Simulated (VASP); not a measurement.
Given:

```yaml
crystal:
  lattice:
    - [-2.00283, 2.00283, 4.01397]
    - [2.00283, -2.00283, 4.01397]
    - [2.00283, 2.00283, -4.01397]
  atoms:
    - { symbol: Li, position: [0.00000, 0.00000, 0.00000] }
    - { symbol: Al, position: [0.75000, 0.25000, 0.50000] }
    - { symbol: Al, position: [0.25000, 0.75000, 0.50000] }
    - { symbol: Al, position: [0.50000, 0.50000, 0.00000] }
```

These are PBEsol GGA, VASP's PBE PAW potentials (set 64) (plane waves; VASP 6.6.1) values and carry that method's errors. Numerical set-up: 520 eV cut-off, Gaussian smearing of 0.050 eV, potentials Li_sv Al.

Question: What does the run give for the band gap (along the path) with the smallest direct gap where there is one?

Answer: 
| Property | Result |
|---|---|
| band gap (along the path) | none (metal, semimetal or under 0.01 eV) |

The structure comes from a computed database's LiAl3 entry (I4/mmm); how it stands against other phases isn't given here. It was relaxed first.
